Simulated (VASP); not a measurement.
Runs of VASP 6.6.1 on TiN (Osbornite). Symmetry: Fm-3m, No. 225, cubic system. The conventional cell has a = 4.238 Å, b = 4.238 Å, c = 4.238 Å, α = 90.00°, β = 90.00°, γ = 90.00°. Around Ti (site symmetry m-3m) lie 6 N at 2.12 Å. N (site symmetry m-3m) has 6 Ti at 2.12 Å as nearest neighbours. 

```csv
level,potentials or basis,k mesh,grid for exact exchange (PRECFOCK),screening parameter,mesh quality,gap on the mesh (eV),pressure (GPa),moment (μB)
r2SCAN,"VASP PAW PBE potentials, release 64 (Ti_sv, N)",12 × 12 × 12,-,-,not flagged,none,0.4,0.00
HSE06,"VASP PAW PBE potentials, release 64 (Ti_sv, N)",7 × 7 × 7,Fast,0.2 1/A,coarse,none,(a),0.00
PBEsol,"VASP PAW PBE potentials, release 64 (Ti_sv, N)",12 × 12 × 12,-,-,not flagged,none,-6.5,0.00
LDA,"VASP PAW LDA potentials, release 64 (Ti_sv, N)",12 × 12 × 12,-,-,not flagged,none,-12.8,0.00
```

Alike in all rows: task single point; spin collinear, ferromagnetic start; cell as given; cutoff (eV) 520; smearing fermi-dirac 0.05 eV.

**Question.** Fill in the values left out.

**Answer.** (a) -6.2.

Caveats: some runs use coarse meshes; the PAW data sets were made with another functional, which shifts forces and pressure a little (some runs).

A gap of «none» marks a metal or a gap under the smearing width.

Runs at the PBE level aren't shown here.
